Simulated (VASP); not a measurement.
Calculation: PBE GGA, VASP's PBE PAW potentials (set 64) (plane waves; VASP).

VASP ran on this input.

**INCAR**
```
ALGO = Normal
EDIFF = 1E-6
ENCUT = 400
GGA = PE
ISIF = 2
ISMEAR = 1
KGAMMA = T
KSPACING = 0.5
LASPH = T
LCHARG = F
LMAXMIX = 4
LREAL = F
LWAVE = F
NELM = 100
PREC = Accurate
SIGMA = 0.1
SYSTEM = TiAl
```

POSCAR:
```
TiAl
1
    2.8866000000     0.0000000000     0.0000000000
    0.0000000000     2.8866000000     0.0000000000
    0.0000000000     0.0000000000     4.1514000000
Ti Al
1 1
Direct
  0.0000000000   0.0000000000   0.0000000000
  0.5000000000   0.5000000000   0.5000000000
```

POTCAR, in this order: Ti_sv Al (PBE.64 set). Program: vasp_std.

The resulting files:

File OSZICAR:
```
       N       E                     dE             d eps       ncg     rms          rms(c)
DAV:   1     0.767688034512E+02    0.76769E+02   -0.65017E+03   396   0.113E+03
DAV:   2    -0.920978058914E+01   -0.85979E+02   -0.83953E+02   405   0.294E+02
DAV:   3    -0.137911756540E+02   -0.45814E+01   -0.44532E+01   650   0.702E+01
DAV:   4    -0.139437748932E+02   -0.15260E+00   -0.15016E+00   475   0.112E+01
DAV:   5    -0.139499434876E+02   -0.61686E-02   -0.61424E-02   589   0.201E+00    0.918E+00
DAV:   6    -0.125236115019E+02    0.14263E+01   -0.15342E+01   476   0.396E+01    0.382E+00
DAV:   7    -0.122950835813E+02    0.22853E+00   -0.18080E+00   456   0.135E+01    0.168E+00
DAV:   8    -0.122808130181E+02    0.14271E-01   -0.11949E-01   468   0.382E+00    0.430E-01
DAV:   9    -0.122800511320E+02    0.76189E-03   -0.17729E-02   475   0.189E+00    0.227E-01
DAV:  10    -0.122798800467E+02    0.17109E-03   -0.20023E-03   485   0.507E-01    0.785E-02
DAV:  11    -0.122799005066E+02   -0.20460E-04   -0.19518E-04   557   0.143E-01    0.151E-02
DAV:  12    -0.122799000478E+02    0.45877E-06   -0.76000E-06   444   0.302E-02
   1 F= -.12279900E+02 E0= -.12277538E+02  d E =-.708623E-02
```

### OUTCAR
```
------------------------ aborting loop because EDIFF is reached ----------------------------------------
  FORCE on cell =-STRESS in cart. coord.  units (eV):
  Direction    XX          YY          ZZ          XY          YZ          ZX
  --------------------------------------------------------------------------------------
  Total       -1.5230750     -1.5230750     -1.2427787      0.0000000      0.0000000      0.0000000
  in kB      -70.5446474    -70.5446474    -57.5620947      0.0000000      0.0000000      0.0000000
  external PRESSURE =     -66.2171299 kB  Pullay stress =       0.0000000 kB
  volume of cell :       34.59
      direct lattice vectors                 reciprocal lattice vectors
     2.886600000  0.000000000  0.000000000     0.346428324  0.000000000  0.000000000
     0.000000000  2.886600000  0.000000000     0.000000000  0.346428324  0.000000000
     0.000000000  0.000000000  4.151400000     0.000000000  0.000000000  0.240882594
 POSITION                                       TOTAL-FORCE (eV/Angst)
 -----------------------------------------------------------------------------------
      0.00000      0.00000      0.00000         0.000000      0.000000      0.000000
      1.44330      1.44330      2.07570         0.000000      0.000000      0.000000
 -----------------------------------------------------------------------------------
    total drift:                               -0.000000      0.000000     -0.000000
  FREE ENERGIE OF THE ION-ELECTRON SYSTEM (eV)
  ---------------------------------------------------
  free  energy   TOTEN  =       -12.2799000478 eV

  energy  without entropy=      -12.2728138200  energy(sigma->0) =      -12.27753797
```
(Selected blocks of OUTCAR.)

The compound is TiAl in the L1_0 structure. The cell was not relaxed at this level. The run is one of a series of settings (KGAMMA = .TRUE., KSPACING = 0.5, KPOINTS file removed against the base run), some of them coarse on purpose. The electron count is odd and the run is not spin-polarised, which forces a metal.
